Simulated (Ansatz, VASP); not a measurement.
## Cross-check of Pd (Pd(111) film of 3 layers) between VASP and Ansatz

One calculation is typed for both programs; each brings its own data sets. How far apart do they land? The cell is taken from a series of runs on this material, whose earlier steps may have relaxed, scaled, displaced or heated it; both programs get it as it stands.

Main program and level: Ansatz 0.2.0; plane waves, with VASP 6.6.1 beside it; zone-centre phonons at LDA.

## 1. Starting point

The cell holds 3 atoms: 3 Pd. Its edges and angles: a = 2.644 Å, b = 2.644 Å, c = 32.784 Å, α = 90.0°, β = 90.0°, γ = 120.0°. It derives from Pd. Vacuum lies along c.

As a file:

```xyz
3
Lattice="2.6436 0.0000 0.0000 -1.3218 2.2894 0.0000 0.0000 0.0000 32.7836" Properties=species:S:1:pos:R:3
Pd    0.0000    0.0000    5.4704
Pd    0.0000    1.5263    7.7459
Pd    1.3218    0.7631   10.0213
```

## 2. VASP: zone-centre phonons, LDA

Second derivatives magnify differences that forces hide, and they need a tight electronic threshold.

Lines of VASP's logs that name or quote its potential files are left out, and so is its time.

The input, INCAR:

```
SYSTEM = Pd
PREC = Accurate
ENCUT = 500
EDIFF = 1E-08
NELM = 120
ISMEAR = 1
SIGMA = 0.2
LREAL = .FALSE.
ALGO = Normal
GGA = PW92
NBANDS = 21
LASPH = .TRUE.
LORBIT = 11
LWAVE = .FALSE.
LCHARG = .FALSE.
ISIF = 2
IBRION = 8
GGA_COMPAT = .FALSE.
NELMDL = -8
```

The input, POSCAR:

```
Pd
1.0
    2.6436031645     -0.0000027744      0.0000000000
   -1.3217991796      2.2894288852      0.0000000000
    0.0000000000      0.0000000000     32.7835731424
Pd
3
Direct
    0.0000000001      0.0000000000      0.1668653671
    0.3333333334      0.6666666667      0.2362736657
    0.6666666667      0.3333333334      0.3056819643
```

The input, KPOINTS:

```
Automatic mesh
0
Gamma
9 9 1
0 0 0
```

PAW data sets: Pd (LDA family, release 64).

Started as:

```
$ mpirun -np 1 vasp_std
```

Numbers of over 12 decimals in the logs are rounded to 6 here.

What it wrote:

```text
[banner, memory and clock lines left out]
running    1 mpi-ranks, on    1 nodes
 distrk:  each k-point on    1 cores,    1 groups
 distr:  one band on    1 cores,    1 groups

 POSCAR found type information on POSCAR Pd
 POSCAR found :  1 types and       3 ions
|                                                                             |
|               ----> ADVICE to this user running VASP <----                  |
|                                                                             |
|     You enforced a specific xc type in the INCAR file but a different       |
|     [... a line on the potential file left out ...]
|     I HOPE YOU KNOW WHAT YOU ARE DOING!                                     |
|                                                                             |

 LDA part: xc-table for (Slater(with rela. corr.)+PW92), standard interpolation
 POSCAR, INCAR and KPOINTS ok, starting setup
 FFT: planning ... GRIDC
 FFT: planning ... GRID_SOFT
 FFT: planning ... GRID
 WAVECAR not read
 entering main loop
       N       E                     dE             d eps       ncg     rms          rms(c)
DAV:   1     0.193298131525E+03    0.19330E+03   -0.11847E+04   512   0.109E+03
DAV:   2    -0.113705699035E+02   -0.20467E+03   -0.19507E+03   669   0.242E+02
DAV:   3    -0.188428316187E+02   -0.74723E+01   -0.70835E+01   582   0.510E+01
DAV:   4    -0.189641532198E+02   -0.12132E+00   -0.12061E+00   673   0.674E+00
DAV:   5    -0.189664036912E+02   -0.22505E-02   -0.22501E-02   638   0.832E-01
DAV:   6    -0.189665147935E+02   -0.11110E-03   -0.11110E-03   736   0.161E-01
DAV:   7    -0.189665180624E+02   -0.32689E-05   -0.32692E-05   680   0.232E-02
DAV:   8    -0.189665181728E+02   -0.11041E-06   -0.11042E-06   648   0.316E-03    0.146E+01
DAV:   9    -0.181767512761E+02    0.78977E+00   -0.25090E+00   534   0.134E+01    0.773E+00
DAV:  10    -0.191903765574E+02   -0.10136E+01   -0.73694E+00   545   0.247E+01    0.991E+00
DAV:  11    -0.181198314973E+02    0.10705E+01   -0.61530E+00   548   0.239E+01    0.320E+00
DAV:  12    -0.180474772184E+02    0.72354E-01   -0.25630E-01   562   0.518E+00    0.604E-01
DAV:  13    -0.180455756865E+02    0.19015E-02   -0.88887E-03   627   0.815E-01    0.438E-01
DAV:  14    -0.180448644874E+02    0.71120E-03   -0.10995E-03   592   0.252E-01    0.196E-01
[...]
DAV:  24    -0.180457598968E+02   -0.32211E-05   -0.10417E-07   504   0.152E-03    0.341E-04
DAV:  25    -0.180457621489E+02   -0.22520E-05   -0.61726E-08   428   0.857E-04    0.197E-04
DAV:  26    -0.180457637556E+02   -0.16068E-05   -0.45010E-08   410   0.687E-04    0.299E-04
DAV:  27    -0.180457642135E+02   -0.45790E-06   -0.56610E-09   419   0.359E-04    0.121E-04
DAV:  28    -0.180457646040E+02   -0.39050E-06   -0.31992E-09   394   0.155E-04    0.570E-05
DAV:  29    -0.180457647005E+02   -0.96516E-07   -0.34629E-10   390   0.104E-04    0.409E-05
DAV:  30    -0.180457647668E+02   -0.66293E-07   -0.23685E-10   345   0.581E-05    0.156E-05
DAV:  31    -0.180457647723E+02   -0.54511E-08   -0.25064E-12   372   0.194E-05
   1 F= -.18045765E+02 E0= -.18044866E+02  d E =-.269679E-02
 Linear response reoptimize wavefunctions to high precision
DAV:   1    -0.180457647787E+02   -0.63765E-08    0.80938E-12   312   0.147E-05
DAV:   2    -0.180457647787E+02    0.36380E-11    0.16305E-11   372   0.670E-06
 Linear response DOF=           4
 Linear response progress:
  Degree of freedom:   1/  4
       N       E                     dE             d eps       ncg     rms          rms(c)
RMM:   1    -0.235396917083E+00   -0.23540E+00   -0.22507E-01  2794   0.323E+00
RMM:   2    -0.235247717886E+00    0.14920E-03   -0.34008E-03  2596   0.414E-01    0.918E-02
RMM:   3    -0.234867038653E+00    0.38068E-03   -0.13248E-04  2641   0.833E-02    0.516E-02
RMM:   4    -0.234774219455E+00    0.92819E-04   -0.27563E-04  2819   0.924E-02    0.140E-01
RMM:   5    -0.234539676230E+00    0.23454E-03   -0.59122E-05  2830   0.438E-02    0.127E-02
RMM:   6    -0.234513461771E+00    0.26214E-04   -0.15973E-06  2796   0.837E-03    0.826E-03
RMM:   7    -0.234449712973E+00    0.63749E-04   -0.21822E-06  2838   0.847E-03    0.303E-03
RMM:   8    -0.234442891277E+00    0.68217E-05   -0.20528E-07  2827   0.310E-03    0.325E-03
RMM:   9    -0.234443015296E+00   -0.12402E-06   -0.15139E-07  2824   0.191E-03    0.415E-04
RMM:  10    -0.234442934674E+00    0.80621E-07   -0.28792E-08  2850   0.282E-04    0.378E-04
RMM:  11    -0.234442810584E+00    0.12409E-06   -0.46849E-08  2875   0.135E-04    0.639E-05
RMM:  12    -0.234442748219E+00    0.62365E-07    0.82213E-09  2922   0.600E-05    0.109E-05
RMM:  13    -0.234442722524E+00    0.25695E-07   -0.18061E-08  2891   0.381E-05    0.160E-05
RMM:  14    -0.234442710781E+00    0.11743E-07   -0.22500E-09  2870   0.341E-05    0.136E-06
RMM:  15    -0.234442705290E+00    0.54908E-08   -0.11484E-08  2564   0.317E-05    0.622E-07
 first order change of Fermi-energy   0.21340E-03
 force on displaced ion       1 direction 1 :  -0.598  -0.000   0.005
 Linear response progress:
  Degree of freedom:   2/  4
       N       E                     dE             d eps       ncg     rms          rms(c)
RMM:   1    -0.318229480844E+00   -0.31823E+00   -0.25500E-01   833   0.343E+00
RMM:   2    -0.316703073266E+00    0.15264E-02   -0.44515E-03   763   0.473E-01    0.247E-01
RMM:   3    -0.321258935303E+00   -0.45559E-02   -0.19001E-03   820   0.266E-01    0.663E-01
RMM:   4    -0.317200025134E+00    0.40589E-02   -0.14837E-03   834   0.230E-01    0.189E-01
RMM:   5    -0.317665345983E+00   -0.46532E-03   -0.12707E-03   827   0.222E-01    0.326E-01
RMM:   6    -0.317280762115E+00    0.38458E-03   -0.62376E-04   807   0.152E-01    0.254E-02
RMM:   7    -0.317215392300E+00    0.65370E-04   -0.68870E-06   811   0.180E-02    0.148E-02
RMM:   8    -0.317139667257E+00    0.75725E-04   -0.28551E-06   814   0.103E-02    0.391E-03
RMM:   9    -0.317124904421E+00    0.14763E-04   -0.20340E-07   824   0.259E-03    0.176E-03
RMM:  10    -0.317122249946E+00    0.26545E-05   -0.29780E-08   833   0.109E-03    0.382E-04
RMM:  11    -0.317122364154E+00   -0.11421E-06   -0.20820E-08   860   0.346E-04    0.209E-04
RMM:  12    -0.317123706614E+00   -0.13425E-05   -0.58767E-08   872   0.306E-04    0.105E-04
RMM:  13    -0.317125868627E+00   -0.21620E-05   -0.15942E-07   895   0.234E-04    0.127E-04
RMM:  14    -0.317127153001E+00   -0.12844E-05   -0.24840E-07   898   0.200E-04    0.319E-05
RMM:  15    -0.317127105239E+00    0.47762E-07   -0.27005E-07   897   0.125E-04    0.326E-05
RMM:  16    -0.317127126337E+00   -0.21098E-07   -0.55403E-08   899   0.782E-05    0.257E-05
RMM:  17    -0.317127186064E+00   -0.59727E-07   -0.38854E-08   897   0.796E-05    0.787E-06
RMM:  18    -0.317127104607E+00    0.81456E-07   -0.71513E-08   885   0.583E-05    0.373E-06
RMM:  19    -0.317127118781E+00   -0.14174E-07   -0.36861E-08   799   0.490E-05    0.264E-06
RMM:  20    -0.317127123183E+00   -0.44018E-08   -0.20672E-08   808   0.455E-05    0.132E-06
 first order change of Fermi-energy   0.34169E+00
 force on displaced ion       1 direction 3 :   0.000   0.000  -5.880
 Linear response progress:
  Degree of freedom:   3/  4
       N       E                     dE             d eps       ncg     rms          rms(c)
RMM:   1    -0.237218221981E+00   -0.23722E+00   -0.23752E-01  1786   0.312E+00
RMM:   2    -0.235409352465E+00    0.18089E-02   -0.32334E-03  1578   0.399E-01    0.110E-01
RMM:   3    -0.234957106001E+00    0.45225E-03   -0.26748E-04  1588   0.954E-02    0.582E-02
RMM:   4    -0.234695242988E+00    0.26186E-03   -0.39376E-04  1633   0.101E-01    0.157E-02
RMM:   5    -0.234654535890E+00    0.40707E-04   -0.11533E-05  1714   0.233E-02    0.186E-02
RMM:   6    -0.234604866296E+00    0.49670E-04   -0.66927E-06  1702   0.166E-02    0.643E-03
RMM:   7    -0.234580039209E+00    0.24827E-04   -0.14630E-06  1694   0.655E-03    0.338E-04
RMM:   8    -0.234579275843E+00    0.76337E-06   -0.14709E-07  1735   0.156E-03    0.371E-04
RMM:   9    -0.234576835801E+00    0.24400E-05   -0.58945E-08  1698   0.453E-04    0.126E-04
RMM:  10    -0.234575777229E+00    0.10586E-05   -0.37938E-08  1739   0.177E-04    0.272E-05
RMM:  11    -0.234575651408E+00    0.12582E-06   -0.26658E-09  1776   0.617E-05    0.135E-05
RMM:  12    -0.234575573096E+00    0.78312E-07   -0.19136E-08  1746   0.449E-05    0.256E-06
RMM:  13    -0.234575562191E+00    0.10905E-07   -0.14531E-08  1755   0.325E-05    0.204E-06
RMM:  14    -0.234575577395E+00   -0.15204E-07   -0.61642E-09  1490   0.284E-05    0.714E-07
RMM:  15    -0.234575582511E+00   -0.51162E-08   -0.58605E-09  1238   0.277E-05    0.257E-07
 first order change of Fermi-energy   0.14922E-02
 force on displaced ion       2 direction 1 :  -1.629   0.000   0.000
 Linear response progress:
  Degree of freedom:   4/  4
       N       E                     dE             d eps       ncg     rms          rms(c)
RMM:   1    -0.319070272502E+00   -0.31907E+00   -0.25720E-01   915   0.335E+00
RMM:   2    -0.312395433701E+00    0.66748E-02   -0.40644E-03   776   0.466E-01    0.218E-01
RMM:   3    -0.313158237452E+00   -0.76280E-03   -0.46195E-04   808   0.132E-01    0.297E-01
RMM:   4    -0.312615565420E+00    0.54267E-03   -0.27719E-04   820   0.961E-02    0.134E-01
RMM:   5    -0.312868470101E+00   -0.25290E-03   -0.26583E-04   805   0.970E-02    0.189E-02
RMM:   6    -0.312842297008E+00    0.26173E-04   -0.78338E-06   809   0.197E-02    0.225E-02
RMM:   7    -0.312796275975E+00    0.46021E-04   -0.40750E-06   809   0.130E-02    0.121E-02
RMM:   8    -0.312785776154E+00    0.10500E-04   -0.12278E-06   825   0.686E-03    0.422E-03
RMM:   9    -0.312782021392E+00    0.37548E-05   -0.12609E-07   834   0.174E-03    0.563E-04
RMM:  10    -0.312779154460E+00    0.28669E-05   -0.26476E-08   823   0.464E-04    0.143E-04
RMM:  11    -0.312777627693E+00    0.15268E-05   -0.43972E-08   855   0.136E-04    0.566E-05
RMM:  12    -0.312777385077E+00    0.24262E-06   -0.65386E-08   864   0.840E-05    0.264E-05
RMM:  13    -0.312777566120E+00   -0.18104E-06   -0.78715E-08   859   0.725E-05    0.173E-05
RMM:  14    -0.312777510406E+00    0.55714E-07   -0.86561E-08   881   0.681E-05    0.296E-05
RMM:  15    -0.312777469292E+00    0.41114E-07   -0.85366E-08   888   0.589E-05    0.771E-06
RMM:  16    -0.312777503228E+00   -0.33936E-07   -0.48588E-08   889   0.461E-05    0.485E-06
RMM:  17    -0.312777481677E+00    0.21551E-07   -0.32377E-08   868   0.423E-05    0.223E-06
RMM:  18    -0.312777483644E+00   -0.19679E-08   -0.33884E-08   806   0.376E-05    0.263E-06
 first order change of Fermi-energy   0.79703E-03
 force on displaced ion       2 direction 3 :   0.000   0.000 -11.680
 Linear response finished
```

Parts of OUTCAR (step 2):

```text
ion  position               nearest neighbor table
   1  0.000  0.000  0.167-   2 2.74   2 2.74   2 2.74
   2  0.333  0.667  0.236-   1 2.74   3 2.74   1 2.74   3 2.74   1 2.74   3 2.74
   3  0.667  0.333  0.306-   2 2.74   2 2.74   2 2.74

  LATTYP: Found a hexagonal cell.
 ALAT       =     2.6436031645
 C/A-ratio  =    12.4010946812

 Subroutine GETGRP returns: Found 12 space group operations
 (whereof  6 operations were pure point group operations)

The static configuration has the point symmetry C_3v.
 The point group associated with its full space group is D_3d.

 Found     12 irreducible k-points:

   k-points           NKPTS =     12   k-points in BZ     NKDIM =     12   number of bands    NBANDS=     21

   dimension x,y,z NGX =    20 NGY =   20 NGZ =  240
   dimension x,y,z NGXF=    40 NGYF=   40 NGZF=  480

   ENCUT  =  500.0 eV  36.75 Ry    6.06 a.u.   4.82  4.82 59.77*2*pi/ulx,y,z

   NELECT =      30.0000    total number of electrons

 k-points in reciprocal lattice and weights: Automatic mesh
   0.00000000  0.00000000  0.00000000       0.012
   0.11111111  0.00000000  0.00000000       0.074
   0.22222222  0.00000000  0.00000000       0.074
   0.33333333  0.00000000  0.00000000       0.074
   0.44444444  0.00000000  0.00000000       0.074
   0.11111111  0.11111111  0.00000000       0.074
   0.22222222  0.11111111  0.00000000       0.148
   0.33333333  0.11111111  0.00000000       0.148
   0.44444444  0.11111111  0.00000000       0.074
   0.22222222  0.22222222  0.00000000       0.074
   0.33333333  0.22222222  0.00000000       0.148
   0.33333333  0.33333333  0.00000000       0.025

 average (electrostatic) potential at core
       1 -82.5400       2 -83.0086       3 -82.5400

  Total        0.0878378      0.0878378     -0.1387562     -0.0000000     -0.0000000     -0.0000000
  in kB        0.7092714      0.7092714     -1.1204272     -0.0000000     -0.0000000     -0.0000000
  external PRESSURE =       0.0993719 kB  Pullay stress =       0.0000000 kB

  energy-cutoff  :      500.00
  volume of cell :      198.42
      direct lattice vectors                 reciprocal lattice vectors
     2.643603164 -0.000002774  0.000000000     0.378271830  0.218394813  0.000000000
    -1.321799180  2.289428885  0.000000000     0.000000458  0.436790421  0.000000000
     0.000000000  0.000000000 32.783573142     0.000000000  0.000000000  0.030503081

 POSITION                                       TOTAL-FORCE (eV/Angst)
 -----------------------------------------------------------------------------------
      0.00000     -0.00000      5.47044         0.000000      0.000000      0.027744
      0.00000      1.52628      7.74590        -0.000000      0.000000      0.000000
      1.32180      0.76314     10.02135        -0.000000     -0.000000     -0.027744
 -----------------------------------------------------------------------------------
    total drift:                                0.000000     -0.000000     -0.000006

 Eigenvectors and eigenvalues of the dynamical matrix
 ----------------------------------------------------

   1 f  =    6.344465 THz    39.863447 2PiTHz  211.628558 cm-1    26.238585 meV
             X         Y         Z           dx          dy          dz
      0.000000 -0.000000  5.470443     0.000000   -0.000000    0.408424
      0.000002  1.526285  7.745895    -0.000000    0.000000   -0.816321
      1.321802  0.763141 10.021347     0.000000   -0.000000    0.408424

   2 f  =    3.684619 THz    23.151145 2PiTHz  122.905663 cm-1    15.238353 meV
             X         Y         Z           dx          dy          dz
      0.000000 -0.000000  5.470443     0.000000    0.000000    0.707107
      0.000002  1.526285  7.745895    -0.000000   -0.000000   -0.000000
      1.321802  0.763141 10.021347     0.000000    0.000000   -0.707107

   3 f  =    2.365490 THz    14.862812 2PiTHz   78.904252 cm-1     9.782876 meV
             X         Y         Z           dx          dy          dz
      0.000000 -0.000000  5.470443     0.234815   -0.332560    0.000000
      0.000002  1.526285  7.745895    -0.471607    0.667920    0.000000
      1.321802  0.763141 10.021347     0.234815   -0.332560   -0.000000

   4 f  =    2.365490 THz    14.862812 2PiTHz   78.904252 cm-1     9.782876 meV
             X         Y         Z           dx          dy          dz
      0.000000 -0.000000  5.470443    -0.332560   -0.234815   -0.000000
      0.000002  1.526285  7.745895     0.667920    0.471607   -0.000000
      1.321802  0.763141 10.021347    -0.332560   -0.234815   -0.000000

   5 f  =    0.943911 THz     5.930768 2PiTHz   31.485484 cm-1     3.903701 meV
             X         Y         Z           dx          dy          dz
      0.000000 -0.000000  5.470443     0.407876   -0.577613    0.000000
      0.000002  1.526285  7.745895     0.000000   -0.000000    0.000000
      1.321802  0.763141 10.021347    -0.407876    0.577613    0.000000

   6 f  =    0.943911 THz     5.930768 2PiTHz   31.485484 cm-1     3.903701 meV
             X         Y         Z           dx          dy          dz
      0.000000 -0.000000  5.470443    -0.577613   -0.407876    0.000000
      0.000002  1.526285  7.745895     0.000000   -0.000000    0.000000
      1.321802  0.763141 10.021347     0.577613    0.407876    0.000000

   7 f/i=    0.001926 THz     0.012100 2PiTHz    0.064236 cm-1     0.007964 meV
             X         Y         Z           dx          dy          dz
      0.000000 -0.000000  5.470443     0.000000    0.000000    0.577226
      0.000002  1.526285  7.745895     0.000000    0.000000    0.577598
      1.321802  0.763141 10.021347     0.000000    0.000000    0.577226

   8 f/i=    0.004680 THz     0.029404 2PiTHz    0.156102 cm-1     0.019354 meV
             X         Y         Z           dx          dy          dz
      0.000000 -0.000000  5.470443    -0.461436   -0.348342    0.000000
      0.000002  1.526285  7.745895    -0.459502   -0.346883    0.000000
      1.321802  0.763141 10.021347    -0.461436   -0.348342    0.000000

   9 f/i=    0.004680 THz     0.029404 2PiTHz    0.156102 cm-1     0.019354 meV
             X         Y         Z           dx          dy          dz
      0.000000 -0.000000  5.470443     0.348342   -0.461436    0.000000
      0.000002  1.526285  7.745895     0.346883   -0.459502    0.000000
      1.321802  0.763141 10.021347     0.348342   -0.461436    0.000000

 ELASTIC MODULI CONTR FROM IONIC RELAXATION (kBar)
 Direction    XX          YY          ZZ          XY          YZ          ZX
 --------------------------------------------------------------------------------
 XX        -125.3843    -75.7538   -222.5942      0.0000     28.1976     -0.0001
 YY         -75.7538   -125.3843   -222.5942      0.0000    -28.1976      0.0001
 ZZ        -222.5942   -222.5942   -492.6783      0.0000      0.0000     -0.0000
 XY           0.0000      0.0000      0.0000    -24.8152     -0.0001    -18.2394
 YZ          28.1976    -28.1976      0.0000     -0.0001    -32.0410     -0.0000
 ZX          -0.0001      0.0001     -0.0000    -18.2394     -0.0000    -13.4062
 --------------------------------------------------------------------------------
```

(Continued in part 2 of 2.)

[Lines on the potential files, build, host, timing and source positions are cut from VASP's logs without a mark.]

[Logs are printed without paths, hosts, clocks, repeated set-up lines and the standing remarks that a program may print on its own settings, such as how far it seeks lower states.]

[Hosts, paths, dates, database ids (printed as entryN), source tags and the programs' standing remarks are cut or masked in the printed files.]
